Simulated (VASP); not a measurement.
Input:

```
CELL_PARAMETERS angstrom
      3.42584     0.00000     0.00000
     -1.71292     2.96686     0.00000
      0.00000     0.00000     5.38042
ATOMIC_POSITIONS crystal
  Ru 0.00000 0.00000 0.00000
  Ru 0.00000 0.00000 0.50000
  P  0.33333 0.66667 0.25000
  P  0.66667 0.33333 0.75000
```

These are LDA (Ceperley-Alder, Perdew-Zunger), VASP's LDA PAW potentials (set 64) (plane waves; VASP 6.6.1) values and carry that method's errors. Run with 400 eV cut-off, Gaussian smearing of 0.050 eV, potentials Ru_pv P.

Task: What does the run give for the band gap (along the path) with the smallest direct gap where there is one?

Result: 
- band gap (along the path): none (metal, semimetal or under 0.01 eV)

The absolute energy has meaning only against runs of the same code, potentials and settings.

The structure was generated: RuP was put into the NiAs type type (P6_3/mmc), which need not be its known phase. It was relaxed first, which changed the volume by -31 %.
